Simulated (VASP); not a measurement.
Output of a VASP run:

### OSZICAR
```
...
DAV:  13    -0.103667356220E+02    0.11243E-06   -0.35137E-07   807   0.386E-03    0.411E-04
DAV:  14    -0.103667355953E+02    0.26673E-07   -0.23343E-08   376   0.115E-03
   1 F= -.11585054E+02 E0= -.11585054E+02  d E =-.115851E+02
       N       E                     dE             d eps       ncg     rms          rms(c)
DAV:   1    -0.103720702554E+02   -0.53346E-02   -0.46775E-01   702   0.422E+00    0.371E-01
DAV:   2    -0.103739941737E+02   -0.19239E-02   -0.23267E-02   817   0.102E+00    0.980E-02
DAV:   3    -0.103738054703E+02    0.18870E-03   -0.30207E-04   772   0.136E-01    0.545E-02
DAV:   4    -0.103737711891E+02    0.34281E-04   -0.21870E-04   802   0.990E-02    0.167E-02
DAV:   5    -0.103737717343E+02   -0.54519E-06   -0.31107E-05   702   0.396E-02    0.772E-03
DAV:   6    -0.103737713346E+02    0.39968E-06   -0.20537E-06   757   0.113E-02    0.308E-03
DAV:   7    -0.103737713121E+02    0.22531E-07   -0.19171E-07   706   0.369E-03
   2 F= -.11592281E+02 E0= -.11592281E+02  d E =-.722757E-02
       N       E                     dE             d eps       ncg     rms          rms(c)
DAV:   1    -0.103742159049E+02   -0.44457E-03   -0.39230E-01   702   0.386E+00    0.332E-01
DAV:   2    -0.103758503005E+02   -0.16344E-02   -0.19537E-02   812   0.937E-01    0.887E-02
DAV:   3    -0.103756983008E+02    0.15200E-03   -0.24157E-04   772   0.122E-01    0.497E-02
DAV:   4    -0.103756690773E+02    0.29224E-04   -0.17928E-04   802   0.899E-02    0.147E-02
DAV:   5    -0.103756695091E+02   -0.43184E-06   -0.26209E-05   702   0.363E-02    0.709E-03
DAV:   6    -0.103756691348E+02    0.37430E-06   -0.17271E-06   752   0.104E-02    0.287E-03
DAV:   7    -0.103756691170E+02    0.17799E-07   -0.14879E-07   599   0.327E-03
   3 F= -.11594316E+02 E0= -.11594316E+02  d E =-.926224E-02
       N       E                     dE             d eps       ncg     rms          rms(c)
DAV:   1    -0.103756684865E+02    0.64825E-06   -0.66997E-04   702   0.160E-01    0.141E-02
DAV:   2    -0.103756716485E+02   -0.31620E-05   -0.32984E-05   812   0.385E-02    0.367E-03
DAV:   3    -0.103756716688E+02   -0.20264E-07   -0.39565E-07   767   0.495E-03
   4 F= -.11594313E+02 E0= -.11594313E+02  d E =-.925925E-02
       N       E                     dE             d eps       ncg     rms          rms(c)
DAV:   1    -0.103757262105E+02   -0.54562E-04   -0.26651E-03   707   0.320E-01    0.275E-02
DAV:   2    -0.103757138331E+02    0.12377E-04   -0.65257E-05   827   0.561E-02    0.147E-02
DAV:   3    -0.103757094539E+02    0.43791E-05   -0.13653E-05   772   0.251E-02    0.369E-03
DAV:   4    -0.103757096750E+02   -0.22105E-06   -0.14976E-06   787   0.859E-03    0.196E-03
DAV:   5    -0.103757096930E+02   -0.18050E-07   -0.28163E-08   366   0.133E-03
   5 F= -.11594366E+02 E0= -.11594366E+02  d E =-.535664E-04
       N       E                     dE             d eps       ncg     rms          rms(c)
DAV:   1    -0.103757645347E+02   -0.54860E-04   -0.86364E-03   707   0.576E-01    0.500E-02
DAV:   2    -0.103757252125E+02    0.39322E-04   -0.21321E-04   827   0.101E-01    0.267E-02
DAV:   3    -0.103757110825E+02    0.14130E-04   -0.43912E-05   772   0.451E-02    0.666E-03
DAV:   4    -0.103757117422E+02   -0.65965E-06   -0.48074E-06   787   0.154E-02    0.353E-03
DAV:   5    -0.103757117939E+02   -0.51681E-07   -0.93675E-08   456   0.241E-03
   6 F= -.11594401E+02 E0= -.11594401E+02  d E =-.879822E-04
```

### OUTCAR
```
------------------------ aborting loop because EDIFF is reached ----------------------------------------
  Edisp (eV):   -1.21869
  FORCE on cell =-STRESS in cart. coord.  units (eV):
  Direction    XX          YY          ZZ          XY          YZ          ZX
  --------------------------------------------------------------------------------------
  Total       0.36771     0.36771     0.36882     0.00000     0.00000     0.00000
  in kB       8.29001     8.29001     8.31513     0.00000     0.00000     0.00000
  external pressure =        8.30 kB  Pullay stress =        0.00 kB
  volume of cell :       71.07
      direct lattice vectors                 reciprocal lattice vectors
     1.997674540 -3.460073789  0.000000000     0.250291021 -0.144505589  0.000000000
     1.997674540  3.460073789  0.000000000     0.250291021  0.144505589  0.000000000
     0.000000000  0.000000000  5.140630100     0.000000000  0.000000000  0.194528682
 POSITION                                       TOTAL-FORCE (eV/Angst)
 -----------------------------------------------------------------------------------
      2.50317     -2.58454      3.42709         0.001909      0.003306     -0.000000
      2.98437      0.00000      0.00000        -0.003817      0.000000      0.000000
      2.50317      2.58454      1.71354         0.001909     -0.003306      0.000000
 -----------------------------------------------------------------------------------
    total drift:                               -0.000233     -0.000431      0.000011
  FREE ENERGIE OF THE ION-ELECTRON SYSTEM (eV)
  ---------------------------------------------------
  free  energy   TOTEN  =       -11.5944007431 eV

  energy  without entropy=      -11.5944007431  energy(sigma->0) =      -11.59440074

 reached required accuracy - stopping structural energy minimisation
```
(Selected blocks of OUTCAR.)

POSCAR:
```
Se
1
    2.0090033055    -3.4796957865     0.0000000000
    2.0090033055     3.4796957865     0.0000000000
    0.0000000000     0.0000000000     5.0828175582
Se
3
Direct
  0.0000000000   0.2480606381   0.6666670000
  0.7519393619   0.7519393619   0.0000000000
  0.2480606381   0.0000000000   0.3333330000
```

**Question.** Write an INCAR and KPOINTS that could have produced this output.

**Answer.** Several could match; the one computed here: the input of the run itself, PBE GGA with D4 dispersion, plane waves, VASP's PBE PAW potentials (set 64).

INCAR:
```
# general
SYSTEM =Se
PREC   =Accurate
ENCUT  =520   # plane-wave cut-off (eV)
LREAL  =.FALSE.   # projection in real space or not
LASPH  =.TRUE.

# electronic loop
EDIFF  =1E-7   # SCF stop (eV)
NELM   =100
ALGO   =Normal
LMAXMIX=4

# smearing
ISMEAR =0   # Gaussian
SIGMA  =0.05

# functional
GGA    =PE   # PBE
IVDW   =13   # D4

# ions
IBRION =2
NSW    =30
ISIF   =4
EDIFFG =-0.01   # ionic stop

# output
LWAVE  =.FALSE.
LCHARG =.FALSE.
```

**KPOINTS**
```
Automatic mesh
0
Gamma
6 6 5
0 0 0
```

POTCAR, in this order: Se (PBE.64 set). Program: vasp_std.

The compound is Se in the trig structure. This cell is one point of a volume scan, at 0.97 of the reference volume. Symmetry was kept, so distortions that lower it aren't found.
